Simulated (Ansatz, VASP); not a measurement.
# Ge (Germanium) in two plane-wave programs, part 2 of 2

Aim: how closely do two programs agree when they are given the same cell, functional and k mesh? The structure shown comes from an earlier Ansatz run, which isn't shown and may have moved the atoms alone.

VASP 6.6.1 and Ansatz 0.2.0.

So far: Starting point; Ansatz: elastic constants, LDA.

## 3. VASP: elastic constants, LDA

Level of this step: LDA; plane waves and PAW (Ge_d) (VASP).

The same cell, functional (in two slightly different forms), mesh and smearing now go to VASP, with its own data sets.

Lines of VASP's logs that name or quote its potential files are left out, and so is its time.

The input, INCAR:

```
SYSTEM = Ge
PREC = Accurate
ENCUT = 500
EDIFF = 1E-08
NELM = 120
ISMEAR = 0
SIGMA = 0.05
LREAL = .FALSE.
ALGO = Normal
GGA = PW92
NBANDS = 20
LORBIT = 11
LWAVE = .FALSE.
LCHARG = .FALSE.
ISIF = 3
IBRION = 6
NFREE = 2
POTIM = 0.015
NSW = 1
LASPH = .TRUE.
GGA_COMPAT = .FALSE.
KPAR = 2
```

The input, POSCAR:

```
Ge
1.0
    0.0000000000      2.8108713976      2.8108713976
    2.8108713976      0.0000000000      2.8108713976
    2.8108713976      2.8108713976      0.0000000000
Ge
2
Direct
    0.0000000000      0.0000000000      1.0000000000
    0.2500000000      0.2500000000      0.2500000000
```

The input, KPOINTS:

```
Automatic mesh
0
Gamma
12 12 12
0 0 0
```

PAW data sets: Ge_d (LDA family, release 64).

Command:

```
$ mpirun -np 2 vasp_std
```

Numbers of over 12 decimals in the logs are rounded to 6 here.

Log:

```text
[banner, memory and clock lines left out]
running    2 mpi-ranks, on    1 nodes
 distrk:  each k-point on    1 cores,    2 groups
 distr:  one band on    1 cores,    1 groups

 POSCAR found type information on POSCAR Ge
 POSCAR found :  1 types and       2 ions
|                                                                             |
|               ----> ADVICE to this user running VASP <----                  |
|                                                                             |
|     You enforced a specific xc type in the INCAR file but a different       |
|     [... a line on the potential file left out ...]
|     I HOPE YOU KNOW WHAT YOU ARE DOING!                                     |
|                                                                             |

 LDA part: xc-table for (Slater(with rela. corr.)+PW92), standard interpolation
 POSCAR, INCAR and KPOINTS ok, starting setup
 FFT: planning ... GRIDC
 FFT: planning ... GRID_SOFT
 FFT: planning ... GRID
 WAVECAR not read
 entering main loop
       N       E                     dE             d eps       ncg     rms          rms(c)
DAV:   1     0.180304070251E+03    0.18030E+03   -0.14596E+04  3100   0.371E+03
DAV:   2     0.148582931968E+02   -0.16545E+03   -0.16091E+03  2884   0.597E+02
DAV:   3    -0.976622269484E+01   -0.24625E+02   -0.24464E+02  3216   0.144E+02
DAV:   4    -0.105548467919E+02   -0.78862E+00   -0.78811E+00  3228   0.300E+01
DAV:   5    -0.105681709351E+02   -0.13324E-01   -0.13324E-01  3228   0.423E+00    0.336E+00
DAV:   6    -0.104458291211E+02    0.12234E+00   -0.39067E-02  3192   0.166E+00    0.193E+00
DAV:   7    -0.103843959049E+02    0.61433E-01   -0.79521E-02  3068   0.210E+00    0.141E-01
DAV:   8    -0.103851093206E+02   -0.71342E-03   -0.57724E-03  3192   0.884E-01    0.430E-02
DAV:   9    -0.103851311036E+02   -0.21783E-04   -0.10467E-04  3744   0.128E-01    0.142E-02
DAV:  10    -0.103851279704E+02    0.31331E-05   -0.10474E-05  3992   0.438E-02    0.411E-03
DAV:  11    -0.103851276580E+02    0.31248E-06   -0.11681E-06  3148   0.818E-03    0.161E-03
DAV:  12    -0.103851276706E+02   -0.12639E-07   -0.49653E-08  3568   0.331E-03    0.340E-04
DAV:  13    -0.103851276708E+02   -0.15734E-09   -0.31919E-09  2012   0.689E-04
   1 F= -.10385128E+02 E0= -.10385102E+02  d E =-.511186E-04
[... from here on, the cycles between the ionic steps are left out ...]
   2 F= -.10381419E+02 E0= -.10381392E+02  d E =-.555322E-04
   3 F= -.10381120E+02 E0= -.10381105E+02  d E =-.304657E-04
   8 F= -.10382402E+02 E0= -.10382366E+02  d E =-.734146E-04
   9 F= -.10382403E+02 E0= -.10382366E+02  d E =-.734160E-04
  10 F= -.10382402E+02 E0= -.10382366E+02  d E =-.734141E-04
  11 F= -.10382403E+02 E0= -.10382366E+02  d E =-.734158E-04
  12 F= -.10382402E+02 E0= -.10382366E+02  d E =-.734140E-04
  13 F= -.10382403E+02 E0= -.10382366E+02  d E =-.734161E-04
  14 F= -.10383842E+02 E0= -.10383819E+02  d E =-.449964E-04
 Finite differences progress:
  Degree of freedom:   7/  7
  Displacement:        1/  2
  Total:              13/ 14
 bond charge predicted
       N       E                     dE             d eps       ncg     rms          rms(c)
DAV:   1    -0.103811603561E+02    0.26816E-02   -0.24175E+00 12824   0.123E+01    0.110E-01
DAV:   2    -0.103838743945E+02   -0.27140E-02   -0.28878E-02 12248   0.170E+00    0.648E-02
DAV:   3    -0.103838445022E+02    0.29892E-04   -0.70791E-04 15820   0.289E-01    0.143E-02
DAV:   4    -0.103838424623E+02    0.20398E-05   -0.35373E-05 12964   0.626E-02    0.425E-03
DAV:   5    -0.103838420044E+02    0.45788E-06   -0.28521E-06 14708   0.214E-02    0.107E-03
DAV:   6    -0.103838419921E+02    0.12339E-07   -0.29341E-07 12360   0.583E-03    0.343E-04
DAV:   7    -0.103838419857E+02    0.64110E-08   -0.26404E-08 10656   0.169E-03
  15 F= -.10383842E+02 E0= -.10383819E+02  d E =-.449987E-04
 Finite differences progress:
  Degree of freedom:   7/  7
  Displacement:        2/  2
  Total:              14/ 14
```

OUTCAR, selected parts (step 3):

```text
ion  position               nearest neighbor table
   1  0.000  0.000  0.000-   2 2.43   2 2.43   2 2.43   2 2.43
   2  0.250  0.250  0.250-   1 2.43   1 2.43   1 2.43   1 2.43

  LATTYP: Found a face centered cubic cell.
 ALAT       =     5.6217427952

 Subroutine GETGRP returns: Found 48 space group operations
 (whereof 24 operations were pure point group operations)

The static configuration has the point symmetry T_d .
 The point group associated with its full space group is O_h .

 Found     72 irreducible k-points:

   k-points           NKPTS =     72   k-points in BZ     NKDIM =     72   number of bands    NBANDS=     20

   dimension x,y,z NGX =    30 NGY =   30 NGZ =   30
   dimension x,y,z NGXF=    60 NGYF=   60 NGZF=   60

   ENCUT  =  500.0 eV  36.75 Ry    6.06 a.u.   7.25  7.25  7.25*2*pi/ulx,y,z

   NELECT =      28.0000    total number of electrons

 k-points in reciprocal lattice and weights: Automatic mesh
   0.00000000  0.00000000  0.00000000       0.001
   0.08333333  0.00000000  0.00000000       0.005
   0.16666667  0.00000000  0.00000000       0.005
   0.25000000  0.00000000  0.00000000       0.005
   0.33333333  0.00000000  0.00000000       0.005
   0.41666667  0.00000000  0.00000000       0.005
   0.50000000  0.00000000  0.00000000       0.002
   0.08333333  0.08333333  0.00000000       0.003
   0.16666667  0.08333333  0.00000000       0.014
[...]
-0.33333333  0.50000000  0.16666667       0.007
  -0.25000000  0.50000000  0.25000000       0.003

 average (electrostatic) potential at core
       1 -75.2502       2 -75.2502

 E-fermi :   4.9643

 k-point     1 :       0.0000    0.0000    0.0000
  band No.  band energies     occupation
    ...
     11      -8.0344      2.00000
     12       4.8456      1.99921
     13       4.9174      1.81561
     14       4.9449      1.41603
     15       4.9878      0.50561
     16       7.3989      0.00000
     17       7.4531      0.00000
     18       7.5088      0.00000
     19      11.1733      0.00000
     20      14.5226      0.00000

 k-point     2 :       0.0833    0.0000    0.0000
  band No.  band energies     occupation
    ...
     10     -19.7771      2.00000
     11      -7.9483      2.00000
     12       3.3881      2.00000
     13       4.6808      2.00000
     14       4.7698      2.00000
     15       5.8753      0.00000
     16       7.6559      0.00000
     17       7.7309      0.00000
     18       7.8414      0.00000
     19      11.6473      0.00000
    ...

 k-point     3 :       0.1667    0.0000    0.0000
  band No.  band energies     occupation
    ...
     10     -19.7686      2.00000
     11      -7.6934      2.00000
     12       1.7309      2.00000
     13       4.3273      2.00000
     14       4.4082      2.00000
     15       5.8228      0.00000
     16       8.1236      0.00000
     17       8.2006      0.00000
     18       9.0776      0.00000
     19      12.6176      0.00000
    ...

  Total        0.0045823      0.0044737      0.0044737      0.0000000     -0.1301300      0.0000000
  in kB        0.1652888      0.1613716      0.1613716      0.0000000     -4.6939145      0.0000000
  external PRESSURE =       0.1626773 kB  Pullay stress =       0.0000000 kB

  energy-cutoff  :      500.00
  volume of cell :       44.42
      direct lattice vectors                 reciprocal lattice vectors
     0.000000000  2.810871398  2.810871398    -0.177880781  0.177880781  0.177880781
     2.810871398  0.000000000  2.810871398     0.177880781 -0.177880781  0.177880781
     2.810871398  2.810871398  0.000000000     0.177880781  0.177880781 -0.177880781

 POSITION                                       TOTAL-FORCE (eV/Angst)
 -----------------------------------------------------------------------------------
     -0.01500      0.00000      0.00000         0.171049      0.000000      0.000000
      1.40544      1.40544      1.40544        -0.171049      0.000000      0.000000
 -----------------------------------------------------------------------------------
    total drift:                                0.002102      0.000000      0.000000

  FREE ENERGIE OF THE ION-ELECTRON SYSTEM (eV)
  ---------------------------------------------------
  free  energy   TOTEN  =       -10.3838419857 eV

  energy  without entropy=      -10.3837969870  energy(sigma->0) =      -10.38381949

  SYMMETRIZED ELASTIC MODULI (kBar)
 Direction    XX          YY          ZZ          XY          YZ          ZX
 --------------------------------------------------------------------------------
 XX        1242.1288    477.3927    477.3927      0.0000     -0.0000     -0.0000
 YY         477.3927   1242.1288    477.3927      0.0000      0.0000     -0.0000
 ZZ         477.3927    477.3927   1242.1288     -0.0000      0.0000     -0.0000
 XY           0.0000      0.0000     -0.0000    875.6383      0.0000      0.0000
 YZ          -0.0000      0.0000      0.0000      0.0000    875.6383      0.0000
 ZX          -0.0000     -0.0000     -0.0000      0.0000      0.0000    875.6383
 --------------------------------------------------------------------------------

 Eigenvectors and eigenvalues of the dynamical matrix
 ----------------------------------------------------

   1 f  =    8.760711 THz    55.045169 2PiTHz  292.225857 cm-1    36.231372 meV
             X         Y         Z           dx          dy          dz
      0.000000  0.000000  0.000000     0.000000   -0.707107    0.000000
      1.405436  1.405436  1.405436     0.000000    0.707107    0.000000

   2 f  =    8.760711 THz    55.045169 2PiTHz  292.225857 cm-1    36.231372 meV
             X         Y         Z           dx          dy          dz
      0.000000  0.000000  0.000000    -0.707107    0.000000    0.000000
      1.405436  1.405436  1.405436     0.707107    0.000000    0.000000

   3 f  =    8.760711 THz    55.045169 2PiTHz  292.225857 cm-1    36.231372 meV
             X         Y         Z           dx          dy          dz
      0.000000  0.000000  0.000000     0.000000    0.000000   -0.707107
      1.405436  1.405436  1.405436     0.000000    0.000000    0.707107

   4 f  =    0.000000 THz     0.000000 2PiTHz    0.000000 cm-1     0.000000 meV
             X         Y         Z           dx          dy          dz
      0.000000  0.000000  0.000000     0.707107    0.000000    0.000000
      1.405436  1.405436  1.405436     0.707107    0.000000    0.000000

   5 f  =    0.000000 THz     0.000000 2PiTHz    0.000000 cm-1     0.000000 meV
             X         Y         Z           dx          dy          dz
      0.000000  0.000000  0.000000     0.000000    0.707107    0.000000
      1.405436  1.405436  1.405436     0.000000    0.707107    0.000000

   6 f  =    0.000000 THz     0.000000 2PiTHz    0.000000 cm-1     0.000000 meV
             X         Y         Z           dx          dy          dz
      0.000000  0.000000  0.000000     0.000000    0.000000    0.707107
      1.405436  1.405436  1.405436     0.000000    0.000000    0.707107

 ELASTIC MODULI CONTR FROM IONIC RELAXATION (kBar)
 Direction    XX          YY          ZZ          XY          YZ          ZX
 --------------------------------------------------------------------------------
 XX          -0.0000     -0.0000     -0.0000     -0.0000     -0.0000      0.0000
 YY          -0.0000     -0.0000     -0.0000     -0.0000     -0.0000      0.0000
 ZZ          -0.0000     -0.0000     -0.0000     -0.0000     -0.0000      0.0000
 XY          -0.0000     -0.0000     -0.0000   -238.0640      0.0000      0.0000
 YZ          -0.0000     -0.0000     -0.0000      0.0000   -238.0640      0.0000
 ZX           0.0000      0.0000      0.0000      0.0000      0.0000   -238.0640
 --------------------------------------------------------------------------------

 TOTAL ELASTIC MODULI (kBar)
 Direction    XX          YY          ZZ          XY          YZ          ZX
 --------------------------------------------------------------------------------
 XX        1242.1288    477.3927    477.3927     -0.0000     -0.0000      0.0000
 YY         477.3927   1242.1288    477.3927     -0.0000     -0.0000      0.0000
 ZZ         477.3927    477.3927   1242.1288     -0.0000     -0.0000      0.0000
 XY          -0.0000     -0.0000     -0.0000    637.5743      0.0000      0.0000
 YZ          -0.0000     -0.0000     -0.0000      0.0000    637.5743      0.0000
 ZX           0.0000      0.0000      0.0000      0.0000      0.0000    637.5743
 --------------------------------------------------------------------------------

 total charge
# of ion       s       p       d       tot
------------------------------------------
    1        1.139   1.284  10.026  12.450
    2        1.139   1.284  10.026  12.450
--------------------------------------------------
tot          2.279   2.568  20.053  24.899

[... 3 further parts left out ...]
```

CONTCAR:

```
Ge
   1.00000000000000
     0.0000000000000000    2.8108713976000002    2.8108713976000002
     2.8108713976000002    0.0000000000000000    2.8108713976000002
     2.8108713976000002    2.8108713976000002    0.0000000000000000
  Ge
     2
Direct
     0.0026682117176914   -0.0026682117176914   -0.0026682117176914
     0.2500000000000000    0.2500000000000000    0.2500000000000000
```

The last energy, forces, stress and levels in OUTCAR belong to the last displaced cell, not to the cell of POSCAR.

Levels, forces or a CONTCAR printed for this step are those of its last displaced cell, not of the structure at rest.

## 4. Comparison

Known differences besides the potentials themselves: the cutoff is 420 eV in Ansatz and 500 eV in VASP; VASP's log shows a relativistic correction to its local exchange, Ansatz's none; VASP takes each elastic constant from one size of strain, Ansatz from those that its log lists. Total energies have different zeros and are not compared.

The two programs side by side:

| quantity | Ansatz | VASP | difference |
| --- | --- | --- | --- |
| C11 (GPa) | 119.5 | 124.2 | -3.77 % |
| C22 (GPa) | 119.5 | 124.2 | -3.77 % |
| C33 (GPa) | 119.5 | 124.2 | -3.77 % |
| C12 (GPa) | 46.0 | 47.7 | -3.65 % |
| C13 (GPa) | 46.0 | 47.7 | -3.65 % |
| C23 (GPa) | 46.0 | 47.7 | -3.65 % |
| C44 (GPa) | 62.0 | 63.8 | -2.74 % |
| C55 (GPa) | 62.0 | 63.8 | -2.74 % |
| C66 (GPa) | 62.0 | 63.8 | -2.74 % |

Our record labels this cell a metal in Ansatz alone; each run is judged by its own test, so with a small gap or wide smearing the label says little about the levels.

## 5. Summary of results

```json
{"difference in C11 (elastic constants, LDA)": "-3.8 %"}
```

In words: The difference in C11 is -3.8 % (elastic constants, LDA), within the 5 % picked in this series as the mark of a large difference. Such differences can come from data sets, numerical settings and the points named under the comparisons, not from the functional's error against experiment.

[Lines on the potential files, build, host, timing and source positions are cut from VASP's logs without a mark.]

[Logs are printed without paths, hosts, clocks, repeated set-up lines and the standing remarks that a program may print on its own settings, such as how far it seeks lower states.]

[Hosts, paths, dates, database ids (printed as entryN), source tags and the programs' standing remarks are cut or masked in the printed files.]
